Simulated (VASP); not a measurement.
```
CELL_PARAMETERS angstrom
     -1.88838     1.88838     4.76582
      1.88838    -1.88838     4.76582
      1.88838     1.88838    -4.76582
ATOMIC_POSITIONS crystal
  Ti 0.75000 0.25000 0.50000
  Ti 0.00000 0.00000 0.00000
  O  0.54195 0.04195 0.50000
  O  0.79195 0.79195 0.00000
  O  0.20805 0.20805 0.00000
  O  0.95805 0.45805 0.50000
```

The numbers are results of PBEsol GGA, VASP's PBE PAW potentials (set 64) (plane waves; VASP), not measurements. Run with 520 eV cut-off, Gaussian smearing of 0.050 eV, potentials Ti_sv O.

What does the run give for the band gap (along the path) with the smallest direct gap where there is one?

```
Item                                   Result
------------------------------------  -------
band gap (along the path)             2.06 eV
smallest direct gap (along the path)  2.41 eV
```

Total energies compare only between runs with the same potentials, cut-off and functional.

The compound is TiO2 in the anatase structure, one of several forms; rutile is the usual stable one. It was relaxed first.
